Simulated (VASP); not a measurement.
Here is the system:

```yaml
crystal:
  lattice:
    - [4.12369, 0.00000, 0.00000]
    - [0.00000, 4.12369, 0.00000]
    - [0.00000, 0.00000, 4.12369]
  atoms:
    - { symbol: K, position: [0.00000, 0.00000, 0.00000] }
    - { symbol: Mg, position: [0.50000, 0.50000, 0.50000] }
    - { symbol: F, position: [0.50000, 0.00000, 0.50000] }
    - { symbol: F, position: [0.00000, 0.50000, 0.50000] }
    - { symbol: F, position: [0.50000, 0.50000, 0.00000] }
```

Level of theory: PBE GGA, VASP's PBE PAW potentials (set 64) (plane waves; VASP). Settings: 520 eV cut-off, 6×6×6 Γ-centred mesh, Gaussian smearing of 0.050 eV, potentials K_sv Mg F.

### Question
Give the stress tensor in GPa (positive for a compressed cell).

### Answer

```
-3.43   0.00   0.00
 0.00  -3.43   0.00
 0.00   0.00  -3.43
```
The pressure is its mean diagonal, -3.43 GPa.

The compound is KMgF3 in the cubic perovskite structure. This cell is one point of a volume scan, at 1.06 of the reference volume.
